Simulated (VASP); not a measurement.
W:

```
W
1.0
    -1.57829    1.57829    1.57829
     1.57829   -1.57829    1.57829
     1.57829    1.57829   -1.57829
W
1
Direct
  0.00000 0.00000 0.00000
```

Base run:

- Program: VASP 6.6.1
- Functional: PBEsol
- Potentials or basis: VASP PAW PBE potentials, release 64 (W_sv)
- Cutoff: 900 eV
- k mesh: 18 × 18 × 18
- Occupations: gaussian, width 0.1 eV
- Spin: no spin polarisation

Its results: band gap on the k mesh none (metal or under the smearing width); pressure 0.1 GPa.

After a change of settings the same cell gave: band gap on the k mesh none (metal or under the smearing width); pressure 5.0 GPa. Which change was it?
A. cutoff from 900 eV to 700 eV
B. cutoff from 900 eV to 520 eV; k mesh from 18 × 18 × 18 to 28 × 28 × 28
C. cutoff from 900 eV to 520 eV; occupations from gaussian, width 0.1 eV to gaussian, width 0.5 eV
D. functional from PBEsol to r2SCAN; cutoff from 900 eV to 520 eV; further incar settings from ALGO = Fast; EDIFF = 1e-06 to ALGO = Normal; EDIFF = 1e-06

D.

Caveats: the PAW data sets were made with another functional, which shifts forces and pressure a little.

Not every run made on this cell is shown here.
